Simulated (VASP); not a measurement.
```
CELL_PARAMETERS angstrom
      2.33736    -4.04843     0.00000
      2.33736     4.04843     0.00000
      0.00000     0.00000     7.57286
ATOMIC_POSITIONS crystal
  Pb 0.00000 0.00000 0.00000
  I  0.33333 0.66667 0.24574
  I  0.66667 0.33333 0.75426
```

All values below come from PBE GGA, VASP's PBE PAW potentials (set 64) (plane waves; VASP). Numerical set-up: 520 eV cut-off, 6×6×4 Γ-centred mesh, tetrahedra with Blöchl corrections, potentials Pb_d I.

Without a dispersion term in the relaxation, distances and binding between the weakly bound layers, chains or molecules are unreliable, and so is what depends on them. Unless said otherwise, spin-orbit coupling is left out, though it shifts the bands of the heavy elements here.

### Question
Tabulate the total density of states (states/eV per cell) against energy (eV; zero at the valence-band maximum or, without a gap, the Fermi level).

### Answer

```
E (eV) | DOS (states/eV)
    -9.96 |  0.00
    -9.73 |  0.00
    -9.61 |  0.00
    -9.38 |  0.00
    -9.14 |  0.00
    -8.91 |  0.00
    -8.80 |  0.00
    -8.56 |  0.00
    -8.33 |  0.00
    -8.21 |  0.00
    -7.98 |  0.00
    -7.75 |  0.00
    -7.52 |  0.00
    -7.40 |  0.00
    -7.17 | ##### 1.26
    -6.93 | ############# 3.50
    -6.70 | ####### 1.98
    -6.59 | #### 1.15
    -6.35 |  0.00
    -6.12 |  0.00
    -6.00 |  0.00
    -5.77 |  0.00
    -5.54 |  0.00
    -5.31 |  0.00
    -5.19 |  0.00
    -4.96 |  0.00
    -4.72 |  0.00
    -4.61 |  0.00
    -4.38 |  0.00
    -4.14 |  0.00
    -3.91 |  0.00
    -3.79 |  0.00
    -3.56 |  0.00
    -3.33 |  0.00
    -3.10 |  0.00
    -2.98 |  0.00
    -2.75 |  0.01
    -2.52 | ########## 2.70
    -2.40 | ################ 4.20
    -2.17 | ######### 2.30
    -1.93 | ############### 3.99
    -1.70 | ################### 5.15
    -1.58 | ######################## 6.31
    -1.35 | ############ 3.27
    -1.12 | ########### 2.97
    -1.00 | ############ 3.24
    -0.77 | ########################### 7.20
    -0.54 | ############################## 7.98
    -0.31 | ########### 2.92
    -0.19 | ############################# 7.70
     0.04 |  0.06
     0.28 |  0.00
     0.51 |  0.00
     0.62 |  0.00
     0.86 |  0.00
     1.09 |  0.00
     1.21 |  0.00
     1.44 |  0.00
     1.67 |  0.00
     1.90 |  0.00
     2.02 |  0.00
     2.25 |  0.00
     2.49 |  0.03
     2.60 | # 0.16
     2.83 | ## 0.51
     3.07 | ##### 1.28
     3.30 | ########## 2.65
     3.42 | ############## 3.81
     3.65 | ################## 4.78
     3.88 | ###################### 5.73
     4.11 | ############# 3.59
     4.23 | ############## 3.84
     4.46 | ######## 2.17
     4.69 |  0.00
     4.81 |  0.00
     5.04 |  0.00
     5.28 |  0.00
     5.51 |  0.00
     5.63 |  0.01
     5.86 | ## 0.50
```
Within 2 eV below the valence-band maximum the largest weight inside VASP's projection spheres is I p.

The compound is PbI2 in the 1T layered structure. It was relaxed first, which changed the volume by +14 %.
